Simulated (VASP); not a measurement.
# Re12Se in VASP: notebook

Runs on Re12Se. Level: PBE. Tasks: single point.

All numbers are computed with VASP 6.6.1; they aren't measurements. Logs are shortened: lines on timing, memory, paths and dates and some standing lists are left out, and cuts for length are marked.

### Step 1. Starting point

The cell holds a slab with vacuum, 13 atoms: a = 5.520 Å, b = 5.520 Å, c = 15.457 Å, α = 90.00°, β = 90.00°, γ = 60.00°.

The cell was built by a generator and needn't be a form met in nature.

### Step 2. Single point, PBE

INCAR reads:

```
SYSTEM = Re12Se
ALGO = Fast ; EDIFF = 1E-6
ENCUT = 520 ; GGA = PE
ISIF = 2 ; ISMEAR = -1
LASPH = .TRUE. ; LCHARG = .FALSE.
LREAL = .FALSE. ; LWAVE = .FALSE.
NBANDS = 57 ; NELM = 100
PREC = Accurate ; SIGMA = 0.1
```

KPOINTS reads:

```
k-points
0
G
  3 3 1
  0 0 0
```

POSCAR reads:

```
Re12Se
1.0
    5.5200000000      0.0000000000      0.0000000000
    2.7600000000      4.7804600000      0.0000000000
    0.0000000000      0.0000000000     15.4574000000
Re Se
12 1
Direct
    0.0000000000      0.0000000000      0.0646939330
    0.5000000000      0.0000000000      0.0646939330
    0.0000031378      0.4999937245      0.0646939330
    0.5000031378      0.4999937245      0.0646939330
   -0.2327423057      0.3328759157      0.2051315228
    0.3171226562      0.2910807747      0.2146221227
   -0.1453104591      0.7958020776      0.1938165539
    0.3356749874      0.8065123440      0.2004735596
    0.0259190039     -0.0752438050      0.3627712293
    0.5378262287     -0.0474640516      0.3363437577
   -0.0315690043      0.4008191680      0.3487132377
    0.5097551288      0.4433882932      0.3635410871
    0.6765492058      0.0557059362      0.4756750812
```

Potentials or basis: VASP PAW PBE potentials, release 64 (Re, Se).

Launch:

```bash
> cat potpaw_PBE.64/Re/POTCAR potpaw_PBE.64/Se/POTCAR > POTCAR
> mpirun -np 1 vasp_std > vasp.out
```

OUTCAR:

```text
SYSTEM = Re12Se
   EDIFF = 1E-6
   ENCUT = 520
   GGA = PE
   ISIF = 2
   ISMEAR = -1
   LASPH = .TRUE.
   LREAL = .FALSE.
   NELM = 100
   PREC = Accurate

 ion  position               nearest neighbor table
   1  0.000  0.000  0.065-   7 2.61   8 2.65   5 2.72   4 2.76   3 2.76   2 2.76   2 2.76   3 2.76
                             4 2.76
   2  0.500  0.000  0.065-   7 2.62   8 2.71   6 2.71   3 2.76   4 2.76   1 2.76   1 2.76   4 2.76
                             3 2.76
   3  0.000  0.500  0.065-   7 2.45   2 2.76   1 2.76   4 2.76   4 2.76   1 2.76   2 2.76   6 2.78
                             5 2.90
   4  0.500  0.500  0.065-   5 2.53   8 2.56   1 2.76   2 2.76   3 2.76   3 2.76   2 2.76   1 2.76
                             6 2.98
   5  0.767  0.333  0.205-   8 2.51   4 2.53  11 2.59   6 2.61   1 2.72  12 2.74   7 2.76   7 2.83
                             3 2.90   6 2.93   8 3.03   9 3.14
   6  0.317  0.291  0.215-  10 2.50   5 2.61   8 2.63  11 2.68   7 2.70   2 2.71   3 2.78  12 2.83
                             7 2.88   8 2.91   5 2.93   4 2.98
   7  0.855  0.796  0.194-   3 2.45   1 2.61   2 2.62  10 2.67   8 2.69   6 2.70   5 2.76   5 2.83
                             8 2.84   6 2.88   9 2.98  11 3.08
   8  0.336  0.807  0.200-   5 2.51   4 2.56   6 2.63   1 2.65  10 2.68   7 2.69   2 2.71   7 2.84
                             6 2.91   9 2.92   5 3.03  12 3.06
   9  0.026  0.925  0.363-  13 2.43  11 2.49  10 2.65  12 2.66  12 2.86   8 2.92  10 2.93   7 2.98
                            11 3.07   5 3.14
  10  0.538  0.953  0.336-  13 2.45   6 2.50   9 2.65  12 2.67   7 2.67   8 2.68  11 2.78  11 2.87
                            12 2.92   9 2.93
  11  0.968  0.401  0.349-  12 2.43   9 2.49   5 2.59   6 2.68  10 2.78  10 2.87   9 3.07   7 3.08
                            12 3.12
  12  0.510  0.443  0.364-  11 2.43  13 2.54   9 2.66  10 2.67   5 2.74   6 2.83   9 2.86  10 2.92
                             8 3.06  11 3.12
  13  0.677  0.056  0.476-   9 2.43  10 2.45  12 2.54

  LATTYP: Found a hexagonal cell.
 ALAT       =     5.5199998018
 C/A-ratio  =     2.8002537237

  Lattice vectors:

 A1 = (  -2.7600000000,  -4.7804600000,   0.0000000000)
 A2 = (   5.5200000000,   0.0000000000,   0.0000000000)
 A3 = (   0.0000000000,   0.0000000000,  15.4574000000)

Analysis of symmetry for initial positions (statically):
=====================================================================
 Subroutine PRICEL returns:
 Original cell was already a primitive cell.

 Routine SETGRP: Setting up the symmetry group for a
 hexagonal supercell.

 Subroutine GETGRP returns: Found  1 space group operations
 (whereof  1 operations were pure point group operations)
 out of a pool of 24 trial point group operations.

The static configuration has the point symmetry C_1 .

Analysis of symmetry for dynamics (positions and initial velocities):
=====================================================================
 Subroutine PRICEL returns:
 Original cell was already a primitive cell.

 Routine SETGRP: Setting up the symmetry group for a
 hexagonal supercell.

 Subroutine GETGRP returns: Found  1 space group operations
 (whereof  1 operations were pure point group operations)
 out of a pool of 24 trial point group operations.

The dynamic configuration has the point symmetry C_1 .

 Subroutine INISYM returns: Found  1 space group operations
 (whereof  1 operations are pure point group operations),
 and found     1 'primitive' translations

----------------------------------------------------------------------------------------

                                     Primitive cell

  volume of cell :     407.8920

  direct lattice vectors                    reciprocal lattice vectors
     5.520000000  0.000000000  0.000000000     0.181159420 -0.104592445  0.000000000
     2.760000000  4.780460000  0.000000000     0.000000000  0.209184890  0.000000000
     0.000000000  0.000000000 15.457400000     0.000000000  0.000000000  0.064693933

  length of vectors
     5.520000000  5.519999802 15.457400000     0.209184883  0.209184890  0.064693933

  position of ions in fractional coordinates (direct lattice)
     0.000000000  0.000000000  0.064693933
     0.500000000  0.000000000  0.064693933
     0.000003138  0.499993725  0.064693933
     0.500003138  0.499993725  0.064693933
     0.767257694  0.332875916  0.205131523
     0.317122656  0.291080775  0.214622123
     0.854689541  0.795802078  0.193816554
     0.335674987  0.806512344  0.200473560
     0.025919004  0.924756195  0.362771229
     0.537826229  0.952535948  0.336343758
     0.968430996  0.400819168  0.348713238
     0.509755129  0.443388293  0.363541087
     0.676549206  0.055705936  0.475675081

  ion indices of the primitive-cell ions
   primitive index   ion index
                 1           1
                 2           2
                 3           3
                 4           4
                 5           5
                 6           6
                 7           7
                 8           8
                 9           9
                10          10
                11          11
                12          12
                13          13

----------------------------------------------------------------------------------------

 KPOINTS: k-points

Automatic generation of k-mesh.
 Grid dimensions read from file:
 generate k-points for:    3    3    1

 Generating k-lattice:

  Cartesian coordinates                     Fractional coordinates (reciprocal lattice)
     0.060386473 -0.034864148  0.000000000     0.333333333  0.000000000  0.000000000
     0.000000000  0.069728297  0.000000000     0.000000000  0.333333333  0.000000000
     0.000000000  0.000000000  0.064693933     0.000000000  0.000000000  1.000000000

  Length of vectors
     0.069728294  0.069728297  0.064693933

  Shift w.r.t. Gamma in fractional coordinates (k-lattice)
     0.000000000  0.000000000  0.000000000

 Subroutine IBZKPT returns following result:
 ===========================================

 Found      5 irreducible k-points:

 Following reciprocal coordinates:
            Coordinates               Weight
  0.000000  0.000000  0.000000      1.000000
  0.333333  0.000000  0.000000      2.000000
  0.333333  0.333333  0.000000      2.000000
  0.000000  0.333333  0.000000      2.000000
 -0.333333  0.333333  0.000000      2.000000
   k-points           NKPTS =      5   k-points in BZ     NKDIM =      5   number of bands    NBANDS=     57
   number of dos      NEDOS =    301   number of ions     NIONS =     13
   total plane-waves  NPLWV = 211680
   dimension x,y,z NGX =    42 NGY =   42 NGZ =  120
   dimension x,y,z NGXF=    84 NGYF=   84 NGZF=  240
   ions per type =              12   1
   NGX,Y,Z   is equivalent  to a cutoff of  12.65, 12.65, 12.91 a.u.
   NGXF,Y,Z  is equivalent  to a cutoff of  25.30, 25.30, 25.81 a.u.
 SYSTEM =  Re12Se
   PREC   = accura    normal or accurate (medium, high low for compatibility)
   ISTART =      0    job   : 0-new  1-cont  2-samecut
   ICHARG =      2    charge: 1-file 2-atom 10-const
   ISPIN  =      1    spin polarized calculation?
   LNONCOLLINEAR =      F non collinear calculations
   LSORBIT =      F    spin-orbit coupling
   LASPH  =      T    aspherical Exc in radial PAW
   ENCUT  =  520.0 eV  38.22 Ry    6.18 a.u.  10.26 10.26 28.74*2*pi/ulx,y,z
   NELM   =    100;   NELMIN=  2; NELMDL= -5     # of ELM steps
   EDIFF  = 0.1E-05   stopping-criterion for ELM
   LREAL  =      F    real-space projection
   EDIFFG = 0.1E-04   stopping-criterion for IOM
   NSW    =      0    number of steps for IOM
   IBRION =     -1    ionic relax: 0-MD 1-quasi-New 2-CG
   NFREE  =      0    steps in history (QN), initial steepest desc. (CG)
   ISIF   =      2    stress and relaxation
   ISYM   =      2    0-nonsym 1-usesym 2-fastsym
   POTIM  = 0.5000    time-step for ionic-motion
   TEBEG  =    0.0;   TEEND  =   0.0 temperature during run
   PSTRESS=    0.0 pullay stress
   NELECT =      90.0000    total number of electrons
   NUPDOWN=      -1.0000    fix difference up-down
   EMIN   =  10.00;   EMAX   =-10.00  energy-range for DOS
   EFERMI =   0.00;   METHOD = LEGACY
   ISMEAR =    -1;   SIGMA  =   0.10  broadening in eV -4-tet -1-fermi 0-gaus
   EFERMI_NEDOS =   21; number of points for ismear=-14 and -15
   IALGO  =     68    algorithm
   IMIX   =      4    mixing-type and parameters
     AMIX     =   0.40;   BMIX     =  1.00
     AMIX_MAG =   1.60;   BMIX_MAG =  1.00
  volume/ion in A,a.u.               =      31.38       211.74
  Fermi-wavevector in a.u.,A,eV,Ry     =   0.989253  1.869417 13.314947  0.978621
  Thomas-Fermi vector in A             =   2.120838
   LORBIT       =      0    0 simple, 1 ext, 2 COOP (PROOUT), +10 PAW based schemes
   GGA     = PE    functional components
   LHFCALC =     F    Hartree Fock is set to
   AEXX    =    0.0000 exact exchange contribution
   IVDW    =     0    specifies the selected vdW correction
   LEPSILON=     F    determine dielectric tensor
   LRPA    =     F    only Hartree local field effects (RPA)
 non-spin polarized calculation
 RMM-DIIS sequential band-by-band and
  energy-cutoff  :      520.00
  volume of cell :      407.89
 maximum number of plane-waves:     10986
 NGX is ok and might be reduce to    42
   NGX = 21   NGY = 21   NGZ = 57

 number of electron      89.9999999 magnetization

 Free energy of the ion-electron system (eV)
  ---------------------------------------------------
  ext. energy  EPLUGINS =         0.00000000
  ---------------------------------------------------
  free energy    TOTEN  =      -143.98714006 eV

  energy without entropy =     -143.62742692  energy(sigma->0) =     -143.80728349

 E-fermi :   1.3139     XC(G=0):  -7.7114

 val. band max:        1.2915444575   @ k =   0.3333   0.0000   0.0000
 cond. band min:       1.3363655001   @ k =   0.3333   0.3333   0.0000
 fundamental gap:      0.0448210426
 Fermi energy:         1.3139078149

 k-point     1 :       0.0000    0.0000    0.0000
  band No.  band energies     occupation
      1     -12.3356      2.00000
      2      -7.8068      2.00000
      3      -5.8663      2.00000
      4      -5.3669      2.00000
      5      -5.0215      2.00000
      6      -4.9653      2.00000
[... 49 lines left out ...]
     56       3.9677      0.00000
     57       5.3162      0.00000

 k-point     2 :       0.3333    0.0000    0.0000
  band No.  band energies     occupation
      1     -12.2815      2.00000
      2      -6.8198      2.00000
      3      -5.1882      2.00000
      4      -4.9837      2.00000
      5      -4.5648      2.00000
      6      -4.4674      2.00000
[... 49 lines left out ...]
     56       3.3330      0.00000
     57       3.3685      0.00000

 k-point     3 :       0.3333    0.3333    0.0000
  band No.  band energies     occupation
      1     -12.2907      2.00000
      2      -6.8234      2.00000
      3      -5.2297      2.00000
      4      -5.0064      2.00000
      5      -4.6040      2.00000
      6      -4.4527      2.00000
[... 49 lines left out ...]
     56       3.3625      0.00000
     57       4.0707      0.00000

 k-point     4 :       0.0000    0.3333    0.0000
  band No.  band energies     occupation
      1     -12.2833      2.00000
      2      -6.8223      2.00000
      3      -5.2157      2.00000
      4      -5.0233      2.00000
      5      -4.6364      2.00000
      6      -4.5162      2.00000
[... 49 lines left out ...]
     56       3.3795      0.00000
     57       3.4964      0.00000

 k-point     5 :      -0.3333    0.3333    0.0000
  band No.  band energies     occupation
      1     -12.2609      2.00000
      2      -5.4046      2.00000
      3      -5.2853      2.00000
      4      -5.2100      2.00000
      5      -4.2247      2.00000
      6      -4.1417      2.00000
[... 49 lines left out ...]
     56       3.3566      0.00000
     57       3.5469      0.00000

------------------------ aborting loop because EDIFF is reached ----------------------------------------

  FORCE on cell =-STRESS in cart. coord.  units (eV):
  Direction    XX          YY          ZZ          XY          YZ          ZX
  --------------------------------------------------------------------------------------
  -------------------------------------------------------------------------------------
  Total       -0.9473243     -1.2611781      5.3158127     -1.7296314      5.7648781      3.0295502
  in kB       -3.7210375     -4.9538378     20.8802184     -6.7938967     22.6441226     11.8999059
  external PRESSURE =       4.0684477 kB  Pullay stress =       0.0000000 kB

 VOLUME and BASIS-vectors are now :
 -----------------------------------------------------------------------------
  energy-cutoff  :      520.00
  volume of cell :      407.89
      direct lattice vectors                 reciprocal lattice vectors
     5.520000000  0.000000000  0.000000000     0.181159420 -0.104592445  0.000000000
     2.760000000  4.780460000  0.000000000     0.000000000  0.209184890  0.000000000
     0.000000000  0.000000000 15.457400000     0.000000000  0.000000000  0.064693933

 POSITION                                       TOTAL-FORCE (eV/Angst)
 -----------------------------------------------------------------------------------
      0.00000      0.00000      1.00000        -0.004443     -0.130221     -0.180080
      2.76000      0.00000      1.00000        -0.531204     -0.278419      0.050611
      1.38000      2.39020      1.00000        -0.433608     -0.977492     -0.495488
      4.14000      2.39020      1.00000        -0.455705     -0.281142     -0.738736
      5.15400      1.59130      3.17080         2.301218     -1.795968      0.095847
      2.55390      1.39150      3.31750         0.729731      0.719790     -1.594411
      6.91430      3.80430      2.99590        -0.712524      1.227224      2.321301
      4.07890      3.85550      3.09880        -0.840578      0.961423      0.049931
      2.69540      4.42076      5.60750         0.732443     -1.021468     -1.629750
      5.59780      4.55356      5.19900        -1.468809     -0.655313      1.588120
      6.45200      1.91610      5.39020         2.239803      0.501337     -0.855192
      4.03760      2.11960      5.61940        -1.369341      1.273542      0.015815
      3.88830      0.26630      7.35270        -0.186983      0.456707      1.372033
 -----------------------------------------------------------------------------------
    total drift:                                0.000284      0.000101     -0.000610

  FREE ENERGIE OF THE ION-ELECTRON SYSTEM (eV)
  ---------------------------------------------------
  free  energy   TOTEN  =      -143.9871400620 eV

  energy  without entropy=     -143.6274269159  energy(sigma->0) =     -143.80728349
```

Wall time 5.5 min (1 thread of AMD EPYC 9R45 (Zen 5), shared host); peak memory 0.49 GiB.

Results:

```
Free energy            : -143.9871 eV
Largest force          : 2.921 eV/Å
Band gap on the k mesh : none (metal or under the smearing width)
```

Forces on the atoms (eV/Å):
```
Re  -0.004 -0.130 -0.180
Re  -0.531 -0.278  0.051
Re  -0.434 -0.977 -0.495
Re  -0.456 -0.281 -0.739
Re   2.301 -1.796  0.096
Re   0.730  0.720 -1.594
Re  -0.713  1.227  2.321
Re  -0.841  0.961  0.050
Re   0.732 -1.021 -1.630
Re  -1.469 -0.655  1.588
Re   2.240  0.501 -0.855
Re  -1.369  1.274  0.016
Se  -0.187  0.457  1.372
```

Levels at points of the mesh, in eV from the Fermi level:
| k point | band 43 | band 44 | band 45 | band 46 | band 47 | band 48 |
| --- | --- | --- | --- | --- | --- | --- |
| (0.00, 0.00, 0.00) | 0.21 | 0.40 | 0.49 | 0.67 | 0.90 | 0.99 |

Caveat: the k mesh is coarse (spacing up to 0.44 Å⁻¹), so the values aren't converged. The run has no spin-orbit coupling, so splittings on Re are missing.

[end of part 1 of 2]
